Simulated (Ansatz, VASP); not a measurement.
**InAs in two plane-wave programs**

One calculation is typed for both programs; each brings its own data sets. How far apart do they land? The cell is taken from a series of runs on this material, whose earlier steps may have relaxed, scaled, displaced or heated it; both programs get it as it stands.

Main program and level: Ansatz 0.2.0; plane waves, with VASP 6.6.1 beside it; single point at r2SCAN, spin-orbit coupling.

## 1. The starting structure

Symmetry: F-43m, No. 216, cubic system. Conventional cell: a = 6.036 Å, b = 6.036 Å, c = 6.036 Å, α = 90.00°, β = 90.00°, γ = 90.00°. Nearest to In lie 4 As at 2.61 Å. Nearest to As lie 4 In at 2.61 Å. Farther neighbours are not listed.

## 2. Ansatz: single point, r2SCAN, spin-orbit coupling

Ansatz runs on its PAW fully relativistic soft_1 files.

With cell and atoms fixed, the geometry can't cause a difference; cores, projectors, grids and the points listed under the comparison can.

File input.yaml:

```yaml
crystal:
  lattice:
    - [0.0, 3.018, 3.018]
    - [3.018, 0.0, 3.018]
    - [3.018, 3.018, 0.0]
  atoms:
    - { symbol: In, position: [0.0, 0.0, 0.0] }
    - { symbol: As, position: [0.25, 0.25, 0.25] }
kpoints:
  mp_grid: { grid: [6, 6, 6] }
  band_path:
    path:
      - [0.0, 0.0, 0.0]
      - [-0.5, -0.5, 0.0]
      - [-0.375, -0.375, 0.25]
      - [-0.375, 0.0, 0.375]
      - [0.0, 0.0, 0.5]
      - [-0.5, -0.25, 0.25]
    npoints: 1
hamiltonian:
  xc: r2scan
  pseudopotentials: { kind: paw_fr, azcp: { folder: soft_1 } }
scf:
  occupations: { method: fermi_dirac, width: 0.02 }
  n_extra_bands: 8
magnetization:
  noncollinear: true
  spin_orbit: true
output:
  eigenvalues: true
```

Started as:

```bash
ansatz run input.yaml --threads 3 --pin off --max-ram 92160MiB --backend cuda --events-out ev --progress --plain --runs-dir out --devices 1 --max-vram 13GiB
```

Numbers of over 12 decimals in the logs are rounded to 6 here.

Output:

```text
scf.n_extra_bands = 8 over 28 filled bands (N_el = 28.0): the run solves 36 bands
GPUs: using 1 of 1 available (devices: 1).
Engine: ansatz 0.2.0, x86_64-unknown-linux-gnu
Pseudopotentials: kind: paw_fr
Pseudopotential: In, paw, valence charge 13, recommended cutoff 500 eV (meta_gga), soft_1/In.paw.azcp
Pseudopotential: As, paw, valence charge 15, recommended cutoff 500 eV (meta_gga), soft_1/As.paw.azcp
Functional definition: r2SCAN
  parameter k0 = 0.174
  parameter k1 = 0.065
  parameter a1 = 4.9479
  exchange = r2scan_x(k0 = k0, k1 = k1, a1 = a1)
  correlation = r2scan_c
non-collinear run that drives no moment, with spin-orbit: no starting moment large enough to seed its density (crystal.atoms[].spin), no starting occupations that ask for one, no magnetisation constraint and no magnetic field, so the semilocal B_xc is pinned to zero
device memory: the entry about to start is reckoned to put 3.9 GiB on a device that reports 64.3 GiB free (of which the cap on the GPU budget leaves the run 13.0 GiB)
GPU FFT provider: cuFFT
GPU libraries: cuBLAS 13.8.2, cuFFT 12.4.0, cuSOLVER 12.3.4
Crystal: 2 atoms, lattice volume = 54.978 Å³
Basis set: ecut = 500 eV, 1411 PW (Γ), exchange–correlation on 128×128×128 points (64 copies of the dense FFT grid, shifted against one another)
Bands: 36, of which v1, the nominal top of the filled ones, is band 28 counted from 1 (27 counted from 0)
Symmetry: 24 space group operations + 24 with time reversal
Magnetic group: BNS 216.75 (UNI 1577), of the structure as read, at distance tolerance 3.8e-5 Å
k-points: 16 of 216 (time reversal used)
Projection manifold: j_resolved (fully-relativistic pseudo-atomic orbitals)
Non-local potential: In, projectors of the file, resolved by j, l = 0: 2, l = 1: 4, l = 2: 4, l = 3: 2
Non-local potential: As, projectors of the file, resolved by j, l = 0: 2, l = 1: 4, l = 2: 6, l = 3: 2
PAW form: soft (Blöchl's): semilocal exchange-correlation on the pseudo side does not see the compensation charge
PAW frozen core: In, regenerated for the run's functional (the file was generated under x = pbe(κ = 0.804, μ = 0.219515), c = pbe(β = 0.066725))
PAW frozen core: As, regenerated for the run's functional (the file was generated under x = pbe(κ = 0.804, μ = 0.219515), c = pbe(β = 0.066725))
PAW one-centre angular grid: In, 590 points (default); XC on 224 Gauss nodes
PAW one-centre angular grid: As, 590 points (default); XC on 315 of its mesh's 2695 points in the sphere
Initial density: superposition of atomic densities (chi_scale 0.1, normalization cell, long waves kept (reshape's long-wave potential 0.00 eV rms))
Initial wavefunctions: pseudopotential atomic-orbital guess
GPU buffer pool allocated for 32768 grid points (all kernels)
GPU transforms: local potential: pruned to the plane-wave sphere, on 30×32×32; band sums: pruned to the plane-wave sphere, on 32×32×32
Functional: x = r2scan, c = r2scan; τ floored in thin density (d = 2e-4 eV/Å³)
iter 1 solved again at ethr=1.73e-3 eV; its pass at ethr=3.10e-3 eV (dr2=4.86e-1 eV) is discarded
SCF iter   1: F=—  HF=-10464.582531 eV  |F-HF|=—  |Δ(HF+E_count)|=         —  Δρ=3.32e-2  dr2=4.90e-1  dr2_τ=3.11e-3  dr2_m=0.00e0 (ungated)  ethr=1.73e-3  |M|=0.00e0 ∫|m|=0.00e0 μB  |m|>n=0.0e0 m-floor=0.0e0 τ_xc=0.0e0  β_m=0.30  ⟨swp⟩=1.1  Hψ=3649  notcnv=0
preconditioner: auto → none  [insulator: Δε(μ)=0.097 eV  Ē_g=15.613 eV  σ=0.020 eV  W_gap=0.83  n_scr=14 (ndim 8)  ℏωp=21.2 eV  f_vac=0.007  D(μ)=0.10/eV (n_scr^D=0)  ε∞_Penn≈2.9]
SCF iter   2: F=—  HF=-10464.587655 eV  |F-HF|=—  |Δ(HF+E_count)|=   5.12e-3  Δρ=2.25e-2  dr2=2.01e-1  dr2_τ=3.99e-4  dr2_m=0.00e0 (ungated)  ethr=1.73e-3  |M|=0.00e0 ∫|m|=0.00e0 μB  |m|>n=0.0e0 m-floor=0.0e0 τ_xc=0.0e0  β_m=0.57  ⟨swp⟩=2.0  Hψ=702  notcnv=0
SCF iter   3: F=—  HF=-10464.592972 eV  |F-HF|=—  |Δ(HF+E_count)|=   5.32e-3  Δρ=2.56e-3  dr2=3.95e-3  dr2_τ=4.72e-5  dr2_m=0.00e0 (ungated)  ethr=7.19e-4  |M|=0.00e0 ∫|m|=0.00e0 μB  |m|>n=0.0e0 m-floor=0.0e0 τ_xc=0.0e0  β_m=0.55  ⟨swp⟩=3.8  Hψ=1209  notcnv=0
SCF iter   4: F=—  HF=-10464.592000 eV  |F-HF|=—  |Δ(HF+E_count)|=   9.72e-4  Δρ=7.90e-4  dr2=2.14e-4  dr2_τ=1.71e-6  dr2_m=0.00e0 (ungated)  ethr=1.41e-5  |M|=0.00e0 ∫|m|=0.00e0 μB  |m|>n=0.0e0 m-floor=0.0e0 τ_xc=0.0e0  β_m=0.57  ⟨swp⟩=3.0  Hψ=1228  notcnv=0  defer=4
SCF iter   5: F=—  HF=-10464.591952 eV  |F-HF|=—  |Δ(HF+E_count)|=   4.87e-5  Δρ=2.71e-4  dr2=1.39e-5  dr2_τ=8.15e-8  dr2_m=0.00e0 (ungated)  ethr=7.64e-7  |M|=0.00e0 ∫|m|=0.00e0 μB  |m|>n=0.0e0 m-floor=0.0e0 τ_xc=0.0e0  β_m=0.63  ⟨swp⟩=3.0  Hψ=858  notcnv=0  defer=4
SCF iter   6: F=—  HF=-10464.592042 eV  |F-HF|=—  |Δ(HF+E_count)|=   9.04e-5  Δρ=8.05e-5  dr2=1.35e-6  dr2_τ=1.24e-8  dr2_m=0.00e0 (ungated)  ethr=4.95e-8  |M|=0.00e0 ∫|m|=0.00e0 μB  |m|>n=0.0e0 m-floor=0.0e0 τ_xc=0.0e0  β_m=0.68  ⟨swp⟩=2.1  Hψ=1002  notcnv=0  defer=4
SCF iter   7: F=-10464.592043 eV  HF=-10464.592043 eV  |F-HF|=1.41e-9  |Δ(HF+E_count)|=   7.50e-7  Δρ=5.57e-6  dr2=1.12e-8  dr2_τ=2.44e-10  dr2_m=0.00e0 (ungated)  ethr=3.57e-10  |M|=0.00e0 ∫|m|=0.00e0 μB  |m|>n=0.0e0 m-floor=0.0e0 τ_xc=0.0e0  ⟨swp⟩=3.3  Hψ=2061  notcnv=0
SCF 1 converged in 7 iterations: F = -10464.592043 eV  dr2 = 1.12e-8
  greatest PAW one-centre occupation: 0.999 electrons in one spin orbital (limit 2), on the As atom at site 1 (counted from 0), in its partial waves of l = 2
device memory: the entry about to start is reckoned to put 2.2 GiB on a device that reports 64.7 GiB free (of which the cap on the GPU budget leaves the run 13.0 GiB)
NSCF: frozen V_eff on 6 k-points
SCF converged after 7 iterations
Magnetization: |M| = 0.0000 μB,  M = (+0.0000, +0.0000, +0.0000) μB
Absolute magnetization: 0.0000 μB (∫|m|)
  site 0: m = (+0.0000, +0.0000, +0.0000) μB, |m| = 0.0000 μB  (R = 1.08 Å)
  site 1: m = (+0.0000, +0.0000, +0.0000) μB, |m| = 0.0000 μB  (R = 1.08 Å)
Free energy (F): -10464.592043 eV
Harris-Foulkes:  -10464.592043 eV  (|F-HF|=1.41e-9)
Internal energy: -10464.592004 eV  (E = F + TS)
E sigma→0 (E₀):  -10464.592023 eV
Entropy (-TS):   -0.000039 eV (-0.019 meV/atom)
Fermi energy:    7.723236 eV
--- Per-component energies (eV) ---
  E_band       = -333.366118
  E_kinetic    = 317.058567
  E_local      = -3472.551075  (includes V_loc(G=0)·N_el)
  E_nonlocal   = -65.142391
  E_hartree    = 1731.152057
  E_xc         = -197.833119
  E_vxc        = -173.167147  (∫ρ·V_xc dr)
  E_paw        = -6249.010979  (= ΣΔE_a)
  E_vpaw       = -412.506843  (= ΣTr[D̂ρ^β])
  E_aug_tail   = -0.000062  (compensation charges beyond the density's cutoff)
  E_vtau       = 10.642701  (kinetic-family band-sum trace: ∫τ·v_τ [+ j·A + Jᵃ·Aᵃ] dr)
  E_ewald      = -2527.799418
  E_core_change = -0.465586  (= ΣΔE_core)
  E_smearing   = -0.000039  (= −TS)
  E_closure    = 0.000000  (closes the sum)
  Σ components = -10464.592043   (vs F -10464.592043, Δ=0.00e0)
--- Band table (eV; the first three rows and the last of 16) ---
  k-point 0: bands = [... 24 lower, 7.6311, 7.6311, 7.6311, 7.6311, 7.8013, 7.8013, 11.4847, 11.4847, ... 4 higher]
  k-point 1: bands = [... 24 lower, 7.0793, 7.0793, 7.3062, 7.3180, 9.1406, 9.1406, 12.0401, 12.0401, ... 4 higher]
  k-point 2: bands = [... 24 lower, 6.5761, 6.5761, 6.8135, 6.8236, 9.0137, 9.0137, 12.5079, 12.5079, ... 4 higher]
  k-point 15: bands = [... 24 lower, 4.5661, 4.6186, 4.6515, 4.7360, 10.8824, 10.9603, 11.2743, 11.3628, ... 4 higher]
```

The column dr2 measures how far the density is from self-consistency, as an energy; F and HF (Harris–Foulkes) agree once it is small.

## 3. VASP: single point, r2SCAN, spin-orbit coupling

The same cell, functional, mesh and smearing now go to VASP, with its own data sets.

Lines of VASP's logs that name or quote its potential files are left out, and so is its time.

File INCAR:

```
SYSTEM = InAs
PREC = Accurate
ENCUT = 440
EDIFF = 1E-06
NELM = 200
ISMEAR = -1
SIGMA = 0.02
LREAL = .FALSE.
ALGO = Normal
METAGGA = R2SCAN
LASPH = .TRUE.
LNONCOLLINEAR = .TRUE.
MAGMOM = 0 0 0 0 0 0
NBANDS = 30
GGA_COMPAT = .FALSE.
LSORBIT = .TRUE.
LORBIT = 11
LWAVE = .FALSE.
LCHARG = .FALSE.
ISIF = 2
EFERMI = MIDGAP
LMIXTAU = .TRUE.
KPAR = 2
```

File POSCAR:

```
InAs
1.0
    0.0000000000      3.0180000000      3.0180000000
    3.0180000000      0.0000000000      3.0180000000
    3.0180000000      3.0180000000      0.0000000000
In As
1 1
Direct
    0.0000000000      0.0000000000      0.0000000000
    0.2500000000      0.2500000000      0.2500000000
```

File KPOINTS:

```
Automatic mesh
0
Gamma
6 6 6
0 0 0
```

The projector-augmented-wave data sets are In_d and As (PBE family, release 64).

Started as:

```bash
mpirun -np 2 vasp_ncl
```

Output:

```text
[banner, memory and clock lines left out]
running    2 mpi-ranks, on    1 nodes
 distrk:  each k-point on    1 cores,    2 groups
 distr:  one band on    1 cores,    1 groups

 POSCAR found type information on POSCAR InAs
 POSCAR found :  2 types and       2 ions
|                                                                             |
|               ----> ADVICE to this user running VASP <----                  |
|                                                                             |
|     You enforced a specific xc type in the INCAR file but a different       |
|     [... a line on the potential file left out ...]
|     I HOPE YOU KNOW WHAT YOU ARE DOING!                                     |
|                                                                             |

 LDA part: xc-table for (None), standard interpolation
 POSCAR, INCAR and KPOINTS ok, starting setup
 FFT: planning ... GRIDC
 FFT: planning ... GRID_SOFT
 FFT: planning ... GRID
 WAVECAR not read
 entering main loop
       N       E                     dE             d eps       ncg     rms          rms(c)
DAV:   1     0.120886511047E+03    0.12089E+03   -0.73121E+03  1320   0.120E+03
DAV:   2    -0.249785901907E+02   -0.14587E+03   -0.13948E+03  1320   0.341E+02
DAV:   3    -0.407706112011E+02   -0.15792E+02   -0.15545E+02  1596   0.124E+02
DAV:   4    -0.414280844702E+02   -0.65747E+00   -0.65613E+00  1560   0.261E+01
DAV:   5    -0.414692734979E+02   -0.41189E-01   -0.41180E-01  2254   0.575E+00    0.637E+00
DAV:   6    -0.380404910365E+02    0.34288E+01   -0.19303E+00  1656   0.327E+01    0.326E+00
DAV:   7    -0.379233908077E+02    0.11710E+00   -0.64825E-01  1398   0.110E+01    0.161E+00
DAV:   8    -0.380086879515E+02   -0.85297E-01   -0.32667E-01  1326   0.689E+00    0.107E+00
DAV:   9    -0.380530544612E+02   -0.44367E-01   -0.27224E-02  1536   0.180E+00    0.731E-01
DAV:  10    -0.380066358051E+02    0.46419E-01   -0.13145E-01  1340   0.376E+00    0.583E-01
DAV:  11    -0.380760439883E+02   -0.69408E-01   -0.61151E-02  1328   0.263E+00    0.205E-01
DAV:  12    -0.380765370752E+02   -0.49309E-03   -0.20989E-03  1578   0.343E-01    0.152E-01
DAV:  13    -0.380753077013E+02    0.12294E-02   -0.18387E-03  1410   0.551E-01    0.150E-01
DAV:  14    -0.380765864977E+02   -0.12788E-02   -0.14278E-03  1416   0.419E-01    0.507E-02
DAV:  15    -0.380766024586E+02   -0.15961E-04   -0.40035E-05  1686   0.545E-02    0.319E-02
DAV:  16    -0.380766015767E+02    0.88189E-06   -0.34743E-06  1650   0.136E-02
   1 F= -.38076602E+02 E0= -.38076583E+02  d E =-.375037E-04  mag=    -0.0000    -0.0000    -0.0000
```

OUTCAR, selected parts (step 3):

```text
ion  position               nearest neighbor table
   1  0.000  0.000  0.000-   2 2.61   2 2.61   2 2.61   2 2.61
   2  0.250  0.250  0.250-   1 2.61   1 2.61   1 2.61   1 2.61

  LATTYP: Found a face centered cubic cell.
 ALAT       =     6.0360000000

 Subroutine GETGRP returns: Found 24 space group operations
 (whereof 24 operations were pure point group operations)

The static configuration has the point symmetry T_d .

 Found     22 irreducible k-points:

   k-points           NKPTS =     22   k-points in BZ     NKDIM =     22   number of bands    NBANDS=     30

   dimension x,y,z NGX =    30 NGY =   30 NGZ =   30
   dimension x,y,z NGXF=    60 NGYF=   60 NGZF=   60

   ENCUT  =  440.0 eV  32.34 Ry    5.69 a.u.   7.30  7.30  7.30*2*pi/ulx,y,z

   NELECT =      18.0000    total number of electrons

 k-points in reciprocal lattice and weights: Automatic mesh
   0.00000000  0.00000000  0.00000000       0.005
   0.16666667  0.00000000  0.00000000       0.019
  -0.16666667  0.00000000  0.00000000       0.019
   0.33333333  0.00000000  0.00000000       0.019
  -0.33333333  0.00000000  0.00000000       0.019
   0.50000000  0.00000000  0.00000000       0.019
   0.16666667  0.16666667  0.00000000       0.028
   0.33333333  0.16666667  0.00000000       0.056
  -0.33333333 -0.16666667  0.00000000       0.056
[...]
-0.33333333  0.33333333  0.16666667       0.111
  -0.33333333  0.50000000  0.16666667       0.056

 average (electrostatic) potential at core
       1-102.1501       2 -54.0877

 E-fermi :   4.5347

 k-point     1 :       0.0000    0.0000    0.0000
  band No.  band energies     occupation
    ...
     14       4.1067      1.00000
     15       4.4419      0.99044
     16       4.4419      0.99044
     17       4.4419      0.99044
     18       4.4419      0.99044
     19       4.6134      0.01912
     20       4.6134      0.01912
     21       8.3032      0.00000
     22       8.3032      0.00000
     23       8.7516      0.00000
    ...

 k-point     2 :       0.1667    0.0000    0.0000
  band No.  band energies     occupation
    ...
     14       1.8804      1.00000
     15       3.8921      1.00000
     16       3.8921      1.00000
     17       4.1162      1.00000
     18       4.1283      1.00000
     19       5.9535      0.00000
     20       5.9535      0.00000
     21       8.8562      0.00000
     22       8.8562      0.00000
     23       9.1107      0.00000
    ...

 k-point     3 :      -0.1667    0.0000    0.0000
  band No.  band energies     occupation
    ...
     14       1.8804      1.00000
     15       3.8921      1.00000
     16       3.8921      1.00000
     17       4.1162      1.00000
     18       4.1283      1.00000
     19       5.9535      0.00000
     20       5.9535      0.00000
     21       8.8562      0.00000
     22       8.8562      0.00000
     23       9.1107      0.00000
    ...

  Total        0.7266684      0.7266684      0.7266684      0.0000000     -0.0000000      0.0000000
  in kB       21.1767413     21.1767413     21.1767413      0.0000000     -0.0000000      0.0000000
  external PRESSURE =      21.1767413 kB  Pullay stress =       0.0000000 kB

  energy-cutoff  :      440.00
  volume of cell :       54.98
      direct lattice vectors                 reciprocal lattice vectors
     0.000000000  3.018000000  3.018000000    -0.165672631  0.165672631  0.165672631
     3.018000000  0.000000000  3.018000000     0.165672631 -0.165672631  0.165672631
     3.018000000  3.018000000  0.000000000     0.165672631  0.165672631 -0.165672631

 POSITION                                       TOTAL-FORCE (eV/Angst)
 -----------------------------------------------------------------------------------
      0.00000      0.00000      0.00000        -0.000000     -0.000000     -0.000000
      1.50900      1.50900      1.50900         0.000000      0.000000      0.000000
 -----------------------------------------------------------------------------------
    total drift:                               -0.000000     -0.000000     -0.000000

  FREE ENERGIE OF THE ION-ELECTRON SYSTEM (eV)
  ---------------------------------------------------
  free  energy   TOTEN  =       -38.0766015767 eV

  energy  without entropy=      -38.0765640730  energy(sigma->0) =      -38.07658282

 Spin-Orbit-Coupling matrix elements
 Ion:    1  E_soc:     -0.0689701
 Ion:    2  E_soc:     -0.0242003

 total charge
# of ion       s       p       d       tot
------------------------------------------
    1        0.831   0.771   9.893  11.495
    2        1.209   1.629   0.023   2.861
--------------------------------------------------
tot          2.040   2.400   9.916  14.356

 magnetization (x)
# of ion       s       p       d       tot
------------------------------------------
    1        0.000   0.000   0.000   0.000
    2        0.000   0.000   0.000   0.000
--------------------------------------------------
tot          0.000   0.000   0.000   0.000

 magnetization (y)
# of ion       s       p       d       tot
------------------------------------------
    1       -0.000   0.000   0.000  -0.000
    2        0.000   0.000  -0.000   0.000
--------------------------------------------------
tot         -0.000   0.000  -0.000  -0.000

 magnetization (z)
# of ion       s       p       d       tot
------------------------------------------
    1        0.000   0.000  -0.000   0.000
    2        0.000  -0.000  -0.000  -0.000
--------------------------------------------------
tot          0.000  -0.000  -0.000   0.000

[... 3 further parts left out ...]
```

The run ends at a pressure of 2.12 GPa.

## 4. Comparison

Known differences besides the potentials themselves: spin-orbit coupling enters by fully relativistic files in Ansatz and inside the spheres in VASP; VASP keeps PBE cores, Ansatz makes them for the functional; the data sets hold 28 valence electrons in Ansatz (on its PAW fully relativistic soft_1 files) and 18 in VASP; the cutoff is 500 eV in Ansatz and 440 eV in VASP. Total energies have different zeros and are not compared.

Both answers:

```
              quantity  Ansatz   VASP  difference
gap on the k mesh (eV)   0.170  0.172      -0.001
```

A gap on the mesh is an upper bound, since the band edges may lie between its points.

## 5. Summary of results

```
difference in gap on the k mesh (single point, r2SCAN, spin-orbit coupling) : -0.0013 eV
```

In words: The difference in gap on the k mesh is -0.0013 eV (single point, r2SCAN, spin-orbit coupling), within the 0.08 eV picked in this series as the mark of a large difference. The data sets hold unlike numbers of valence electrons (28 in Ansatz and 18 in VASP), so part of the differences comes from the potentials. Such differences can come from data sets, numerical settings and the points named under the comparisons, not from the functional's error against experiment.

[Lines on the potential files, build, host, timing and source positions are cut from VASP's logs without a mark.]

[Logs are printed without paths, hosts, clocks, repeated set-up lines and the standing remarks that a program may print on its own settings, such as how far it seeks lower states.]

[Hosts, paths, dates, database ids (printed as entryN), source tags and the programs' standing remarks are cut or masked in the printed files.]
